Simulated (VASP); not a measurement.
Input for VASP

POSCAR:
```
SnTe
1
    0.0000000000     3.2232547094     3.2231986991
    3.2232212838     0.0000000000     3.2232208642
    3.2231702178     3.2232009575     0.0000000000
Sn Te
1 1
Direct
  0.0000000000   0.0000000000   0.0000000000
  0.5000000000   0.5000000000   0.5000000000
```

### INCAR
```
SYSTEM = SnTe
PREC = Accurate
ENCUT = 400
EDIFF = 1E-6
NELM = 100
ALGO = Normal
LREAL = .FALSE.
LASPH = .TRUE.
ISMEAR = 0
SIGMA = 0.05
GGA = PE
LMAXMIX = 4
LWAVE = .FALSE.
LCHARG = .FALSE.
ISIF = 2
```

### KPOINTS
```
Automatic mesh
0
Gamma
6 6 6
0 0 0
```

POTCAR, in this order: Sn_d Te (PBE.64 set). Program: vasp_std.

Task: One choice in this input is risky. Which, and does it do harm here?

Result: The risk: the lattice vectors carry noise near SYMPREC. Here it does no harm: the run (PBE GGA, plane waves, VASP's PBE PAW potentials (set 64)) converges to the same energy and pressure as with the safe setting.
OSZICAR:
```
       N       E                     dE             d eps       ncg     rms          rms(c)
DAV:   1     0.108765959001E+03    0.10877E+03   -0.85381E+03   448   0.133E+03
DAV:   2     0.103116932933E+01   -0.10773E+03   -0.10565E+03   490   0.317E+02
DAV:   3    -0.741050476095E+01   -0.84417E+01   -0.84001E+01   562   0.901E+01
DAV:   4    -0.762799720572E+01   -0.21749E+00   -0.21745E+00   526   0.159E+01
DAV:   5    -0.763643025434E+01   -0.84330E-02   -0.84330E-02   634   0.275E+00    0.397E+00
DAV:   6    -0.756094584251E+01    0.75484E-01   -0.19200E-01   536   0.316E+00    0.253E+00
DAV:   7    -0.756168250302E+01   -0.73666E-03   -0.61815E-02   560   0.135E+00    0.902E-01
DAV:   8    -0.756255638329E+01   -0.87388E-03   -0.75317E-03   484   0.824E-01    0.164E-01
DAV:   9    -0.756264229385E+01   -0.85911E-04   -0.74804E-04   570   0.277E-01    0.441E-02
DAV:  10    -0.756266643899E+01   -0.24145E-04   -0.10157E-04   454   0.869E-02    0.247E-02
DAV:  11    -0.756267556896E+01   -0.91300E-05   -0.37850E-05   480   0.482E-02    0.197E-02
DAV:  12    -0.756267529528E+01    0.27368E-06   -0.24392E-06   538   0.975E-03
   1 F= -.75626753E+01 E0= -.75624700E+01  d E =-.410593E-03
```

The compound is SnTe in the rock salt structure, which distorts at low temperature. The cell was not relaxed at this level.
